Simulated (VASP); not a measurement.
# FSnCl in VASP: reference runs

How does FSnCl come out in PBE? The cell is run as given.

All numbers are computed with VASP 6.6.1; they aren't measurements. Logs are shortened: lines on timing, memory, paths and dates and some standing lists are left out, and cuts for length are marked.

## Step 1: The molecule as given

The cell holds a molecule in a box, 3 atoms: a = 12.000 Å, b = 12.000 Å, c = 11.000 Å, α = 90.00°, β = 90.00°, γ = 90.00°.

## Step 2: Single point, PBE

Input file INCAR:

```
SYSTEM = SnClF
PREC = Accurate ; ENCUT = 520
EDIFF = 1E-7 ; ISMEAR = 0
SIGMA = 0.01 ; LREAL = .False.
LASPH = .True. ; NELM = 80
ALGO = Normal ; ISIF = 2
LWAVE = .False. ; LCHARG = .False.
GGA = PE ; NBANDS = 21
```

Input file KPOINTS:

```
Automatic mesh
0
Gamma
  1 1 1
  0 0 0
```

Input file POSCAR:

```
SnClF
1.0
   12.0000000000      0.0000000000      0.0000000000
    0.0000000000     12.0000000000      0.0000000000
    0.0000000000      0.0000000000     11.0000000000
F Sn Cl
1 1 1
Direct
    0.3925875000      0.5323375000      0.4446863600
    0.5220791700      0.5885875000      0.5296954500
    0.6095791700      0.4149125000      0.5614954500
```

Potentials or basis: VASP PAW PBE potentials, release 64 (F, Sn_d, Cl).

The run is started by

```
cat potpaw_PBE.64/F/POTCAR potpaw_PBE.64/Sn_d/POTCAR potpaw_PBE.64/Cl/POTCAR > POTCAR
mpirun -np 1 vasp_gam > vasp.out
```

OUTCAR:

```text
SYSTEM = SnClF
   PREC = Accurate
   ENCUT = 520
   EDIFF = 1E-7
   ISMEAR = 0
   LREAL = .False.
   LASPH = .True.
   NELM = 80
   ISIF = 2
   GGA = PE

 ion  position               nearest neighbor table
   1  0.393  0.532  0.445-   2 1.94
   2  0.522  0.589  0.530-   1 1.94   3 2.36
   3  0.610  0.415  0.561-   2 2.36

  LATTYP: Found a simple tetragonal cell.
 ALAT       =    12.0000000000
 C/A-ratio  =     0.9166666667

  Lattice vectors:

 A1 = (  12.0000000000,   0.0000000000,   0.0000000000)
 A2 = (   0.0000000000,  12.0000000000,   0.0000000000)
 A3 = (   0.0000000000,   0.0000000000,  11.0000000000)

Analysis of symmetry for initial positions (statically):
=====================================================================
 Subroutine PRICEL returns:
 Original cell was already a primitive cell.

 Routine SETGRP: Setting up the symmetry group for a
 simple tetragonal supercell.

 Subroutine GETGRP returns: Found  1 space group operations
 (whereof  1 operations were pure point group operations)
 out of a pool of 16 trial point group operations.

The static configuration has the point symmetry C_1 .

Analysis of symmetry for dynamics (positions and initial velocities):
=====================================================================
 Subroutine PRICEL returns:
 Original cell was already a primitive cell.

 Routine SETGRP: Setting up the symmetry group for a
 simple tetragonal supercell.

 Subroutine GETGRP returns: Found  1 space group operations
 (whereof  1 operations were pure point group operations)
 out of a pool of 16 trial point group operations.

The dynamic configuration has the point symmetry C_1 .

 Subroutine INISYM returns: Found  1 space group operations
 (whereof  1 operations are pure point group operations),
 and found     1 'primitive' translations

----------------------------------------------------------------------------------------

                                     Primitive cell

  volume of cell :    1584.0000

  direct lattice vectors                    reciprocal lattice vectors
    12.000000000  0.000000000  0.000000000     0.083333333  0.000000000  0.000000000
     0.000000000 12.000000000  0.000000000     0.000000000  0.083333333  0.000000000
     0.000000000  0.000000000 11.000000000     0.000000000  0.000000000  0.090909091

  length of vectors
[... 58 lines left out ...]
   ENCUT  =  520.0 eV  38.22 Ry    6.18 a.u.  22.31 22.31 20.45*2*pi/ulx,y,z
   NELM   =     80;   NELMIN=  2; NELMDL= -5     # of ELM steps
   EDIFF  = 0.1E-06   stopping-criterion for ELM
   LREAL  =      F    real-space projection
   EDIFFG = 0.1E-05   stopping-criterion for IOM
   NSW    =      0    number of steps for IOM
   IBRION =     -1    ionic relax: 0-MD 1-quasi-New 2-CG
   NFREE  =      0    steps in history (QN), initial steepest desc. (CG)
   ISIF   =      2    stress and relaxation
   ISYM   =      2    0-nonsym 1-usesym 2-fastsym
   POTIM  = 0.5000    time-step for ionic-motion
   TEBEG  =    0.0;   TEEND  =   0.0 temperature during run
   PSTRESS=    0.0 pullay stress
   NELECT =      28.0000    total number of electrons
   NUPDOWN=      -1.0000    fix difference up-down
   EMIN   =  10.00;   EMAX   =-10.00  energy-range for DOS
   EFERMI =   0.00;   METHOD = LEGACY
   ISMEAR =     0;   SIGMA  =   0.01  broadening in eV -4-tet -1-fermi 0-gaus
   EFERMI_NEDOS =   21; number of points for ismear=-14 and -15
   IALGO  =     38    algorithm
   IMIX   =      4    mixing-type and parameters
     AMIX     =   0.40;   BMIX     =  1.00
     AMIX_MAG =   1.60;   BMIX_MAG =  1.00
  volume/ion in A,a.u.               =     528.00      3563.12
  Fermi-wavevector in a.u.,A,eV,Ry     =   0.426458  0.805888  2.474437  0.181866
  Thomas-Fermi vector in A             =   1.392489
   LORBIT       =      0    0 simple, 1 ext, 2 COOP (PROOUT), +10 PAW based schemes
   GGA     = PE    functional components
   LHFCALC =     F    Hartree Fock is set to
   AEXX    =    0.0000 exact exchange contribution
   IVDW    =     0    specifies the selected vdW correction
   LEPSILON=     F    determine dielectric tensor
   LRPA    =     F    only Hartree local field effects (RPA)
 non-spin polarized calculation
 Gauss-broadening in eV      SIGMA  =   0.01
  energy-cutoff  :      520.00
  volume of cell :     1584.00
 maximum number of plane-waves:     21371
 NGX is ok and might be reduce to    90
   NGX = 45   NGY = 45   NGZ = 41

 number of electron      28.0000010 magnetization

 Free energy of the ion-electron system (eV)
  ---------------------------------------------------
  ext. energy  EPLUGINS =         0.00000000
  ---------------------------------------------------
  free energy    TOTEN  =       -11.32101611 eV

  energy without entropy =      -11.32101611  energy(sigma->0) =      -11.32101611

 E-fermi :  -6.7701     XC(G=0):  -0.8546

 val. band max:       -6.8289577517   @ k =   0.0000   0.0000   0.0000
 cond. band min:      -3.3032758029   @ k =   0.0000   0.0000   0.0000
 fundamental gap:      3.5256819489
 Fermi energy:        -6.7700509762

 k-point     1 :       0.0000    0.0000    0.0000
  band No.  band energies     occupation
      1     -28.3033      2.00000
      2     -26.5129      2.00000
      3     -26.4445      2.00000
      4     -26.3879      2.00000
      5     -26.2041      2.00000
      6     -25.6634      2.00000
[... 13 lines left out ...]
     20       1.0030      0.00000
     21       1.0803      0.00000

------------------------ aborting loop because EDIFF is reached ----------------------------------------

  FORCE on cell =-STRESS in cart. coord.  units (eV):
  Direction    XX          YY          ZZ          XY          YZ          ZX
  --------------------------------------------------------------------------------------
  -------------------------------------------------------------------------------------
  Total        1.1121337      0.7412640      0.3256020      0.0993858      0.1490832      0.6652213
  in kB        1.1248961      0.7497704      0.3293385      0.1005263      0.1507941      0.6728551
  external PRESSURE =       0.7346683 kB  Pullay stress =       0.0000000 kB

 VOLUME and BASIS-vectors are now :
 -----------------------------------------------------------------------------
  energy-cutoff  :      520.00
  volume of cell :     1584.00
      direct lattice vectors                 reciprocal lattice vectors
    12.000000000  0.000000000  0.000000000     0.083333333  0.000000000  0.000000000
     0.000000000 12.000000000  0.000000000     0.000000000  0.083333333  0.000000000
     0.000000000  0.000000000 11.000000000     0.000000000  0.000000000  0.090909091

 POSITION                                       TOTAL-FORCE (eV/Angst)
 -----------------------------------------------------------------------------------
      4.71105      6.38805      4.89155        -0.648139     -0.274173     -0.392492
      6.26495      7.06305      5.82665         0.485924      0.586872      0.336531
      7.31495      4.97895      6.17645         0.162215     -0.312700      0.055961
 -----------------------------------------------------------------------------------
    total drift:                               -0.001025     -0.001216     -0.000587

  FREE ENERGIE OF THE ION-ELECTRON SYSTEM (eV)
  ---------------------------------------------------
  free  energy   TOTEN  =       -11.3210161104 eV

  energy  without entropy=      -11.3210161104  energy(sigma->0) =      -11.32101611
```

It took 2.2 min on 1 thread of Intel Xeon Platinum 8559C (Emerald Rapids), shared host; peak memory 1.1 GiB.

What came out:

- Free energy: -11.3210 eV
- Largest force: 0.833 eV/Å
- Gap between the frontier levels: 3.53 eV

Forces on the atoms (eV/Å):
```
F   -0.648 -0.274 -0.392
Sn   0.486  0.587  0.337
Cl   0.162 -0.313  0.056
```

Levels at points of the mesh, in eV from the valence-band top:
| k point | band 10 | band 11 | band 12 | band 13 | band 14 | band 15 | band 16 | band 17 | band 18 | band 19 |
| --- | --- | --- | --- | --- | --- | --- | --- | --- | --- | --- |
| (0.00, 0.00, 0.00) | -2.00 | -1.87 | -0.70 | -0.51 | 0.00 | 3.53 | 5.63 | 5.95 | 6.68 | 7.71 |

Caveat: spin-orbit coupling is left out, which moves the levels of the heavy elements.
